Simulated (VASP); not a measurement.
Level of theory: PBEsol GGA, VASP's PBE PAW potentials (set 64) (plane waves; VASP).

Input for VASP

**INCAR**
```
SYSTEM = KNa3Br4
PREC = Accurate
ENCUT = 400
EDIFF = 1E-7
NELM = 100
ALGO = Normal
LREAL = .FALSE.
LASPH = .TRUE.
ISMEAR = -5
GGA = PS
LMAXMIX = 4
LWAVE = .FALSE.
LCHARG = .TRUE.
LORBIT = 11
NEDOS = 601
ISIF = 2
LEFG = .TRUE.
```

**POSCAR**
```
KNa3Br4
1
    6.1275000000     0.0000000000     0.0000000000
    0.0000000000     6.1275000000     0.0000000000
    0.0000000000     0.0000000000     6.1275000000
Na Br K
3 4 1
Direct
  0.0000000000   0.0000000000   0.0000000000
  0.5000000000   0.5000000000   0.0000000000
  0.5000000000   0.0000000000   0.5000000000
  0.5000000000   0.5000000000   0.5000000000
  0.0000000000   0.0000000000   0.5000000000
  0.0000000000   0.5000000000   0.0000000000
  0.5000000000   0.0000000000   0.0000000000
  0.0000000000   0.5000000000   0.5000000000
```

**KPOINTS**
```
Automatic mesh
0
Gamma
4 4 4
0 0 0
```

POTCAR, in this order: Na_pv Br K_sv (PBE.64 set). Program: vasp_std.

Q: Estimate the energy per atom (σ→0), band gap (on the k-mesh).

A: 
- energy per atom (σ→0) = -3.165 eV/atom
- band gap (on the k-mesh) = 3.90 eV

File OSZICAR:
```
...
DAV:   9    -0.253231820751E+02   -0.18576E-03   -0.26483E-03  1176   0.274E-01    0.112E-01
DAV:  10    -0.253234095247E+02   -0.22745E-03   -0.16282E-03   794   0.217E-01    0.467E-02
DAV:  11    -0.253233934977E+02    0.16027E-04   -0.13165E-04   984   0.614E-02    0.248E-02
DAV:  12    -0.253233887448E+02    0.47529E-05   -0.52820E-05   966   0.375E-02    0.563E-03
DAV:  13    -0.253233888418E+02   -0.97029E-07   -0.14020E-05   808   0.157E-02    0.521E-03
DAV:  14    -0.253233887973E+02    0.44512E-07   -0.24267E-06   904   0.631E-03    0.183E-03
DAV:  15    -0.253233888831E+02   -0.85862E-07   -0.36488E-07   718   0.367E-03
   1 F= -.25323389E+02 E0= -.25323389E+02  d E =0.000000E+00
```

The structure was generated: KNa3Br4 was put into an ordered model structure (Pm-3m), which need not be its known phase. The cell was not relaxed at this level.
